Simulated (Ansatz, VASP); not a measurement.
## LiSi2N2: VASP beside Ansatz

```
CELL_PARAMETERS angstrom
2.90381 0.00000 0.00000
0.00000 4.47763 0.00000
0.00000 0.00000 4.85667
ATOMIC_POSITIONS crystal
Li 0.00000 0.50000 0.50000
Si 0.00000 0.00000 0.83977
Si 0.00000 0.00000 0.16023
N 0.00000 0.12034 0.50000
N 0.00000 0.87966 0.50000
```

Alike in both runs: task single point; functional PBE; k mesh 6 × 4 × 4; occupations gaussian, width 0.1 eV; no spin polarisation.

|  | VASP | Ansatz |
| --- | --- | --- |
| version | VASP 6.6.1 | Ansatz 0.2.0 |
| potentials or method | VASP PAW PBE potentials, release 64 (Li_sv, Si, N) | scalar-relativistic, plane waves, PAW |
| plane-wave cutoff (eV) | 520 | 420 |
| valence electrons in the cell | 21 | 21 |

Ansatz gave:

| Quantity | Value |
| --- | --- |
| gap on the k mesh at the Fermi level (eV) | none |
| rms of the force components (eV/Å) | 14.168 |

**Question.** Estimate VASP's values.

**Answer.** gap on the k mesh at the Fermi level (eV): none; rms of the force components (eV/Å): 14.831.

Atom by atom the forces differ by 0.988 eV/Å (rms over components). A gap of «none» marks a metal or a gap that the smearing closes.

Caveats: the k mesh is coarse (spacing up to 0.36 Å⁻¹), so the values aren't converged; the standard files for N, O and F lose accuracy on very short bonds; forces of over 1 eV/Å show positions far from the minimum, so gaps and moduli don't describe the material at rest.
